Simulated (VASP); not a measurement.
Given:

```xyz
4
Lattice="3.3713 0.0000 0.0000 -1.6856 2.9196 0.0000 0.0000 0.0000 8.7280" Properties=species:S:1:pos:R:3 pbc="T T T"
B      0.0000     1.9464     2.1820
B      1.6856     0.9732     6.5460
As     1.6856     0.9732     2.1820
As     0.0000     1.9464     6.5460
```

Method: PBEsol GGA, VASP's PBE PAW potentials (set 64) (plane waves; VASP 6.6.1). Run with 520 eV cut-off, Gaussian smearing of 0.050 eV, potentials B As.

Without a dispersion term in the relaxation, distances and binding between the weakly bound layers, chains or molecules are unreliable, and so is what depends on them.

Question: Give the energies of bands 3 to 11 at the high-symmetry points, in eV from the valence-band maximum.

Answer: 
```
band      Γ      M      K      A      L      H
----  -----  -----  -----  -----  -----  -----
3     -4.57  -8.28  -7.89  -4.04  -8.25  -7.89
4     -3.37  -8.22  -7.89  -4.04  -8.25  -7.89
5     -1.52  -3.63  -6.12  -1.51  -3.60  -6.08
6     -1.52  -3.58  -6.03  -1.51  -3.60  -6.08
7     -1.49  -1.53  -0.22  -1.51  -1.09  -0.03
8     -1.49  -0.59  -0.22  -1.51  -1.09  -0.03
9      3.19   0.88   0.97   3.91   1.36   0.69
10     3.83   2.02   0.97   3.91   1.36   0.69
11     4.03   2.40   5.29   4.82   2.49   6.05
```

The gap is indirect, 0.69 eV, from the valence maximum at M-K at 0.78 to the conduction minimum at H.

The structure was generated: BAs was put into the layered h-BN type type (P6_3/mmc), which need not be its known phase. It was relaxed first.
